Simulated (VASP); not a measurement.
# CoGe23 (a cell with a defect) in VASP: notebook, part 2 of 3

VASP 6.6.1. The steps go on from the part before.

## Step 3: Single point, PBEsol+U, collinear spin, ferromagnetic start

INCAR

```
ALGO     = Normal         # electronic algorithm
EDIFF    = 1E-5           # SCF threshold, eV
ENCUT    = 350            # plane-wave cutoff, eV
GGA      = PS             # functional
ISIF     = 2              # what is computed and relaxed
ISMEAR   = 0              # smearing method
ISPIN    = 2              # spin polarisation
ISYM     = 0            
KPAR     = 2            
LASPH    = True           # aspherical terms in the spheres
LCHARG   = False          # write CHGCAR
LDAU     = True           # DFT+U
LDAUJ    = 0 0          
LDAUL    = 2 -1           # shell
LDAUPRINT= 1            
LDAUTYPE = 2            
LDAUU    = 4 0            # U, eV
LMAXMIX  = 4              # l up to which the mixer works
LORBIT   = 11             # projections on sites
LREAL    = Auto         
LWAVE    = False          # write WAVECAR
MAGMOM   = 1 0 0 0 0 0 0 0 0 0 0 0 0 0 0 0 0 0 0 0 0 0 0 0 # initial moments
NBANDS   = 188            # bands
NELM     = 120            # most SCF steps
PREC     = Accurate       # precision mode
SIGMA    = 0.03           # smearing width, eV
```

KPOINTS

```
k-points
0
Gamma
  2 2 2
```

POSCAR

```
CoGe23                                  
1.0
    0.0000000000      8.4863100000      8.4863100000
    5.6575400000      0.0000000000      5.6575400000
    5.6575400000      5.6575400000      0.0000000000
  Co              Ge            
     1    23
Direct
     0.9990235553862232    0.0009226858316603    0.0016034125565128
     0.0017153389369843    0.9998479878433991    0.4992393680136005
     0.0004597498014773    0.5001670067592446    0.9996929343075123
     0.0006696680467720    0.4976834052977078    0.4987726363949330
     0.3308543349573667    0.9993492162816369    0.0011660662475107
     0.3308577321187281    0.0035140673688398    0.4997798211391151
     0.3302446234783196    0.4997090862467700    0.0005038260675200
     0.3315853559162709    0.5015075755139281    0.5009909077789209
     0.6678437042584391    0.0027227038543777    0.9987223177551858
     0.6664721023862217    0.0005198020268358    0.4973857786693586
     0.6654811312712485    0.4962187709598266    0.0026439774555756
     0.6670995699810736    0.5008830582574505    0.4983342377859847
     0.0793614141217402    0.1220974291176867    0.1211679418327250
     0.0808134191389560    0.1188276002776404    0.6402287174575131
     0.0801112090194753    0.6393130298090958    0.1197018802472019
     0.0812231207786594    0.6253430841887312    0.6253246949406734
     0.4171375143929767    0.1237881856688242    0.1237087645569087
     0.4165936230797492    0.1257059118762653    0.6255732722605579
     0.4155550300170334    0.6235769224037990    0.1253216336111093
     0.4172498742676433    0.6272248467046270    0.6241095711745056
     0.7600669806790709    0.1196128074978014    0.1209368712549408
     0.7512508462010679    0.1246547294582027    0.6230813446068838
     0.7499528745774795    0.6270994534332281    0.1219067722786949
     0.7506272271870292    0.6245786333224157    0.6267482516065631
```

Potentials or basis: VASP PAW PBE potentials, release 64 (Co, Ge_d).

Started as:

```console
> cat potpaw_PBE.64/Co/POTCAR potpaw_PBE.64/Ge_d/POTCAR > POTCAR
> mpirun -np 4 vasp_std > vasp.out
```

It took 7.5 min on 4 MPI ranks of Intel Xeon 6975P-C (Granite Rapids), shared host; peak memory 0.59 GiB.

The run converged. Its results:

```yaml
Free_energy: -115.6109 eV
Largest_force: 0.079 eV/Å
Band_gap_on_the_k_mesh: none (metal or under the smearing width)
Net_moment: 1.74 μB per cell
Site_moments: Co +1.88; Ge -0.01, -0.02, +0.01, +0.02, -0.08, -0.09, -0.00 μB
Valence_electrons_inside_the_program's_atomic_spheres: Co 8.17; Ge 12.39, 12.40, 12.38, 12.41
```

Forces in eV/Å, atoms in the order of the input:
```
Co   0.012 -0.009 -0.018
Ge   0.017 -0.044  0.009
Ge   0.020  0.018 -0.034
Ge   0.001 -0.018 -0.009
Ge   0.058 -0.046 -0.028
Ge  -0.012 -0.022 -0.021
Ge   0.020 -0.004 -0.012
Ge   0.017 -0.022 -0.024
Ge   0.016  0.014 -0.016
Ge   0.011 -0.024  0.028
Ge  -0.005  0.017 -0.011
Ge   0.006 -0.004  0.001
Ge  -0.014  0.041  0.033
Ge  -0.043  0.002  0.037
Ge  -0.038  0.017  0.004
Ge  -0.006  0.029  0.033
Ge   0.009  0.022  0.025
Ge  -0.025  0.023  0.002
Ge  -0.010  0.011  0.047
Ge  -0.038  0.022 -0.003
Ge   0.037 -0.031 -0.019
Ge  -0.005  0.012 -0.030
Ge  -0.009  0.012 -0.001
Ge  -0.020 -0.017  0.004
```

Levels at points of the mesh, in eV from the Fermi level:
Spin up:
| k point | band 163 | band 164 | band 165 | band 166 | band 167 | band 168 | band 169 | band 170 |
| --- | --- | --- | --- | --- | --- | --- | --- | --- |
| (0.00, 0.00, 0.00) | -0.53 | -0.12 | -0.08 | 0.50 | 0.65 | 0.78 | 0.80 | 0.88 |
| (0.50, 0.00, 0.00) | -0.61 | -0.50 | -0.06 | -0.04 | 0.64 | 0.75 | 0.93 | 0.93 |
| (0.00, 0.50, 0.00) | -1.01 | -0.78 | -0.42 | -0.38 | 0.33 | 0.53 | 1.09 | 1.33 |
| (0.00, 0.00, 0.50) | -1.01 | -0.78 | -0.42 | -0.38 | 0.34 | 0.53 | 1.09 | 1.33 |
| (0.50, 0.00, 0.50) | -1.16 | -1.12 | -0.99 | -0.57 | -0.32 | 0.42 | 1.79 | 1.82 |
| (0.50, 0.50, 0.00) | -1.16 | -1.12 | -0.99 | -0.57 | -0.31 | 0.42 | 1.80 | 1.82 |
| (0.00, 0.50, 0.50) | -1.09 | -0.98 | -0.93 | -0.34 | -0.12 | 0.58 | 1.45 | 1.51 |
| (0.50, 0.50, 0.50) | -1.00 | -0.92 | -0.71 | -0.63 | -0.08 | 0.36 | 1.76 | 1.86 |
Spin down:
```csv
k point,band 161,band 162,band 163,band 164,band 165,band 166,band 167,band 168,band 169,band 170
"(0.00, 0.00, 0.00)",-0.60,-0.57,-0.12,0.10,0.13,0.51,0.71,0.80,0.84,1.08
"(0.50, 0.00, 0.00)",-0.78,-0.43,-0.41,-0.01,0.01,0.38,0.75,0.79,1.25,1.26
"(0.00, 0.50, 0.00)",-1.12,-0.70,-0.62,-0.35,-0.30,0.61,1.08,1.11,1.39,1.46
"(0.00, 0.00, 0.50)",-1.11,-0.71,-0.61,-0.35,-0.30,0.62,1.08,1.11,1.38,1.46
"(0.50, 0.00, 0.50)",-1.18,-1.01,-0.96,-0.59,-0.52,0.52,0.88,1.37,1.80,1.84
"(0.50, 0.50, 0.00)",-1.19,-1.01,-0.96,-0.59,-0.52,0.54,0.86,1.37,1.80,1.84
"(0.00, 0.50, 0.50)",-1.20,-0.95,-0.80,-0.51,-0.29,0.59,0.86,1.45,1.46,1.60
"(0.50, 0.50, 0.50)",-0.96,-0.86,-0.82,-0.63,-0.51,0.55,0.84,1.35,1.78,1.91
```

Eigenvalues of the final occupation matrices:
```
    site  spin  trace               eigenvalues
site 1 d     1   4.60  0.91 0.91 0.92 0.93 0.93
site 1 d     2   2.74  0.28 0.29 0.36 0.90 0.90
```

Caveat: the k mesh is coarse (spacing up to 0.48 Å⁻¹), so the values aren't converged; the cutoff is under 1.25 times the usual one of these potentials, so pressure, stress and relaxed cells hold a basis-set (Pulay) error; the PAW data sets were made with another functional, which shifts forces and pressure a little; the U is typed as a test and isn't derived for this compound.

## Step 4: Single point, PBEsol+U, collinear spin, ferromagnetic start

Edit INCAR of step 3 so:

```diff
@@ -16,3 +16,3 @@
 LDAUTYPE = 2            
-LDAUU    = 4 0            # U, eV
+LDAUU    = 6 0            # U, eV
 LMAXMIX  = 4              # l up to which the mixer works
@@ -24,2 +24,3 @@
 NELM     = 120            # most SCF steps
+NUPDOWN  = 1              # fixed moment
 PREC     = Accurate       # precision mode
```

KPOINTS is that of step 3.

POSCAR is that of step 3.

Potentials or basis: VASP PAW PBE potentials, release 64 (Co, Ge_d).

Started as:

```console
> cat potpaw_PBE.64/Co/POTCAR potpaw_PBE.64/Ge_d/POTCAR > POTCAR
> mpirun -np 4 vasp_std > vasp.out
```

OUTCAR:

```text
EDIFF = 1E-5
   ENCUT = 350
   GGA = PS
   ISIF = 2
   ISMEAR = 0
   ISPIN = 2
   ISYM = 0
   LASPH = True
   LORBIT = 11
   LREAL = Auto
   NELM = 120
   NUPDOWN = 1
   PREC = Accurate

 ion  position               nearest neighbor table
   1  0.999  0.001  0.002-  21 2.34  13 2.36  14 2.36  15 2.36
   2  0.002  1.000  0.499-  16 2.45  22 2.45  13 2.47  14 2.48
   3  0.000  0.500  1.000-  16 2.45  23 2.45  13 2.47  15 2.48
   4  0.001  0.498  0.499-  16 2.45  24 2.45  14 2.48  15 2.48
   5  0.331  0.999  0.001-  18 2.45  19 2.45  17 2.46  13 2.47
   6  0.331  0.004  0.500-  14 2.45  17 2.46  20 2.46  18 2.46
[... 16 lines left out ...]
  23  0.750  0.627  0.122-   9 2.45   3 2.45  12 2.46  11 2.46
  24  0.751  0.625  0.627-   4 2.45  11 2.46  10 2.46  12 2.47

IMPORTANT INFORMATION: All symmetrisations will be switched off!
NOSYMM: (Re-)initialisation of all symmetry stuff for point group C_1.

----------------------------------------------------------------------------------------

                                     Primitive cell

  volume of cell :     543.2555

  direct lattice vectors                    reciprocal lattice vectors
     0.000000000  8.486310000  8.486310000    -0.058918423  0.058918423  0.058918423
     5.657540000  0.000000000  5.657540000     0.088377634 -0.088377634  0.088377634
     5.657540000  5.657540000  0.000000000     0.088377634  0.088377634 -0.088377634

  length of vectors
    12.001454697  8.000969798  8.000969798     0.102049702  0.153074553  0.153074553

  position of ions in fractional coordinates (direct lattice)
     0.999023555  0.000922686  0.001603413
     0.001715339  0.999847988  0.499239368
     0.000459750  0.500167007  0.999692934
     0.000669668  0.497683405  0.498772636
     0.330854335  0.999349216  0.001166066
     0.330857732  0.003514067  0.499779821
[... 16 lines left out ...]
     0.749952875  0.627099453  0.121906772
     0.750627227  0.624578633  0.626748252

  ion indices of the primitive-cell ions
   primitive index   ion index
                 1           1
                 2           2
                 3           3
                 4           4
                 5           5
                 6           6
[... 16 lines left out ...]
                23          23
                24          24

----------------------------------------------------------------------------------------

 KPOINTS: k-points

Automatic generation of k-mesh.
 Grid dimensions read from file:
 generate k-points for:    2    2    2

 Generating k-lattice:

  Cartesian coordinates                     Fractional coordinates (reciprocal lattice)
    -0.029459211  0.029459211  0.029459211     0.500000000  0.000000000  0.000000000
     0.044188817 -0.044188817  0.044188817     0.000000000  0.500000000  0.000000000
     0.044188817  0.044188817 -0.044188817     0.000000000  0.000000000  0.500000000

  Length of vectors
[... 104 lines left out ...]
  o =  0.2349  v =  0.0000  0.0000  0.0000  0.0000  0.0000  0.7413  0.0826 -0.0080 -0.6660 -0.0033      0.0000  0.0000  0.0000  0.0000  0.0000  0.0000  0.0000  0.0000  0.0000  0.0000
  o =  0.2903  v =  0.0000  0.0000  0.0000  0.0000  0.0000  0.5794  0.4223  0.0035  0.6971 -0.0014      0.0000  0.0000  0.0000  0.0000  0.0000  0.0000  0.0000  0.0000  0.0000  0.0000
  o =  0.9261  v =  0.0000  0.0000  0.0000  0.0000  0.0000 -0.0115  0.0318 -0.6434 -0.0049  0.7647      0.0000  0.0000  0.0000  0.0000  0.0000  0.0000  0.0000  0.0000  0.0000  0.0000
  o =  0.9271  v =  0.0000  0.0000  0.0000  0.0000  0.0000  0.0028  0.0061  0.7653 -0.0086  0.6436      0.0000  0.0000  0.0000  0.0000  0.0000  0.0000  0.0000  0.0000  0.0000  0.0000
  o =  0.9367  v =  0.3456  0.7291  0.0026  0.5886 -0.0494  0.0000  0.0000  0.0000  0.0000  0.0000      0.0000  0.0000  0.0000  0.0000  0.0000  0.0000  0.0000  0.0000  0.0000  0.0000
  o =  0.9377  v =  0.7591  0.1421  0.1371 -0.6171  0.0624  0.0000  0.0000  0.0000  0.0000  0.0000      0.0000  0.0000  0.0000  0.0000  0.0000  0.0000  0.0000  0.0000  0.0000  0.0000
  o =  0.9429  v =  0.0890 -0.0248 -0.6126  0.0468  0.7836  0.0000  0.0000  0.0000  0.0000  0.0000      0.0000  0.0000  0.0000  0.0000  0.0000  0.0000  0.0000  0.0000  0.0000  0.0000
  o =  0.9435  v = -0.0992 -0.0042  0.7768  0.1114  0.6118  0.0000  0.0000  0.0000  0.0000  0.0000      0.0000  0.0000  0.0000  0.0000  0.0000  0.0000  0.0000  0.0000  0.0000  0.0000
  o =  0.9473  v =  0.5352 -0.6690  0.0497  0.5081 -0.0734  0.0000  0.0000  0.0000  0.0000  0.0000      0.0000  0.0000  0.0000  0.0000  0.0000  0.0000  0.0000  0.0000  0.0000  0.0000

 number of electron     331.0000106 magnetization       1.0000001

 Free energy of the ion-electron system (eV)
  ---------------------------------------------------
  ext. energy  EPLUGINS =         0.00000000
  ---------------------------------------------------
  free energy    TOTEN  =      -114.49289789 eV

  energy without entropy =     -114.49136312  energy(sigma->0) =     -114.49213051

 E-fermi :   4.6959     XC(G=0): -10.1010

 val. band max:        4.5052977107   @ k =   0.0000   0.0000   0.0000
 cond. band min:       4.2984199546   @ k =   0.0000   0.0000   0.0000
 fundamental gap:     -0.2068777561
 Fermi energy:         4.2784995198

 spin component 1

 k-point     1 :       0.0000    0.0000    0.0000
  band No.  band energies     occupation
      1     -20.0359      1.00000
      2     -20.0248      1.00000
      3     -20.0220      1.00000
      4     -20.0210      1.00000
      5     -20.0199      1.00000
      6     -20.0154      1.00000
[... 1429 lines left out ...]
    176       6.9729      0.00000
    177       6.9835      0.00000
 Fermi energy:         4.6959074140

 spin component 2

 k-point     1 :       0.0000    0.0000    0.0000
  band No.  band energies     occupation
      1     -20.0395      1.00000
      2     -20.0304      1.00000
      3     -20.0269      1.00000
      4     -20.0267      1.00000
      5     -20.0261      1.00000
      6     -20.0207      1.00000
[... 1429 lines left out ...]
    176       7.0526      0.00000
    177       7.0797      0.00000
 [bands above 177 left out]

------------------------ aborting loop because EDIFF is reached ----------------------------------------

  FORCE on cell =-STRESS in cart. coord.  units (eV):
  Direction    XX          YY          ZZ          XY          YZ          ZX
  --------------------------------------------------------------------------------------
  -------------------------------------------------------------------------------------
  Total        0.2009379      0.1304818      0.2423436     -0.0325384     -0.8164458     -0.0565877
  in kB        0.5926089      0.3848187      0.7147233     -0.0959626     -2.4078741     -0.1668893
  external PRESSURE =       0.5640503 kB  Pullay stress =       0.0000000 kB

 VOLUME and BASIS-vectors are now :
 -----------------------------------------------------------------------------
  energy-cutoff  :      350.00
  volume of cell :      543.26
      direct lattice vectors                 reciprocal lattice vectors
     0.000000000  8.486310000  8.486310000    -0.058918423  0.058918423  0.058918423
     5.657540000  0.000000000  5.657540000     0.088377634 -0.088377634  0.088377634
     5.657540000  5.657540000  0.000000000     0.088377634  0.088377634 -0.088377634

 POSITION                                       TOTAL-FORCE (eV/Angst)
 -----------------------------------------------------------------------------------
      0.01429      8.48709      8.48324        -0.003487      0.011703      0.001603
      8.48115      2.83902      5.67124        -0.000884     -0.021626      0.004378
      8.48552      5.65970      2.83362         0.001614      0.015710     -0.011468
      5.63749      2.82751      2.82135        -0.020526      0.004249      0.014009
      5.66046      2.81433      8.46159         0.047819     -0.029578     -0.013840
      2.84741      5.63529      2.82764        -0.016327     -0.025145     -0.018039
[... 16 lines left out ...]
      4.23753      7.05403      9.91217         0.002636      0.021698      0.007503
      7.07943      9.91591      9.90363        -0.006494     -0.006856      0.015349
 -----------------------------------------------------------------------------------
    total drift:                               -0.000523      0.001517      0.003402

  FREE ENERGIE OF THE ION-ELECTRON SYSTEM (eV)
  ---------------------------------------------------
  free  energy   TOTEN  =      -114.4928978919 eV

  energy  without entropy=     -114.4913631244  energy(sigma->0) =     -114.49213051

 total charge

# of ion       s       p       d       tot
------------------------------------------
    1        0.485   0.410   7.260   8.154
    2        1.128   1.242  10.020  12.390
    3        1.128   1.243  10.020  12.391
    4        1.127   1.242  10.019  12.388
    5        1.126   1.254  10.020  12.400
    6        1.122   1.259  10.020  12.401
[... 16 lines left out ...]
   23        1.120   1.260  10.020  12.401
   24        1.119   1.262  10.020  12.401
--------------------------------------------------
tot         26.420  29.197 237.711 293.328

 magnetization (x)

# of ion       s       p       d       tot
------------------------------------------
    1        0.019  -0.008   2.131   2.142
    2        0.001  -0.022  -0.003  -0.024
    3        0.001  -0.022  -0.003  -0.024
    4        0.001  -0.024  -0.003  -0.026
    5        0.003  -0.023  -0.002  -0.023
    6        0.001  -0.022  -0.003  -0.023
[... 16 lines left out ...]
   23       -0.000  -0.022  -0.002  -0.024
   24       -0.000  -0.022  -0.002  -0.024
--------------------------------------------------
tot          0.012  -0.789   2.089   1.312
```

Run time: 8.5 min. Hardware: 4 MPI ranks of Intel Xeon 6975P-C (Granite Rapids), shared host; peak memory 0.6 GiB.

Results:

```
Free energy                                           : -114.4929 eV
Largest force                                         : 0.364 eV/Å
Net moment                                            : 1.00 μB per cell
Site moments                                          : Co +2.14; Ge -0.02, -0.03, -0.11, -0.01, -0.07 μB
Valence electrons inside the program's atomic spheres : Co 8.15; Ge 12.39, 12.40, 12.41, 12.42
```

Forces in eV/Å, atoms in the order of the input:
```
Co  -0.003  0.012  0.002
Ge  -0.001 -0.022  0.004
Ge   0.002  0.016 -0.011
Ge  -0.021  0.004  0.014
Ge   0.048 -0.030 -0.014
Ge  -0.016 -0.025 -0.018
Ge   0.015  0.001 -0.019
Ge  -0.006 -0.008 -0.012
Ge   0.058 -0.008 -0.042
Ge   0.031 -0.061 -0.007
Ge   0.014 -0.017 -0.050
Ge  -0.003 -0.028 -0.023
Ge   0.162  0.196  0.192
Ge  -0.215 -0.182  0.231
Ge  -0.209  0.207 -0.180
Ge   0.012  0.012  0.014
Ge  -0.025  0.020  0.028
Ge  -0.013  0.030  0.000
Ge   0.001  0.007  0.056
Ge  -0.022  0.022 -0.001
Ge   0.189 -0.182 -0.169
Ge   0.007  0.019 -0.020
Ge   0.003  0.022  0.008
Ge  -0.006 -0.007  0.015
```

Eigenvalues of the final occupation matrices:
| site | spin | trace | eigenvalues |
| --- | --- | --- | --- |
| site 1 d | 1 | 4.71 | 0.94 0.94 0.94 0.94 0.95 |
| site 1 d | 2 | 2.58 | 0.20 0.23 0.29 0.93 0.93 |

Caveat: the k mesh is coarse (spacing up to 0.48 Å⁻¹), so the values aren't converged; the cutoff is under 1.25 times the usual one of these potentials, so pressure, stress and relaxed cells hold a basis-set (Pulay) error; the PAW data sets were made with another functional, which shifts forces and pressure a little; the total moment is fixed, so each spin has its own Fermi level; the U is typed as a test and isn't derived for this compound.

(Continued in part 3 of 3.)
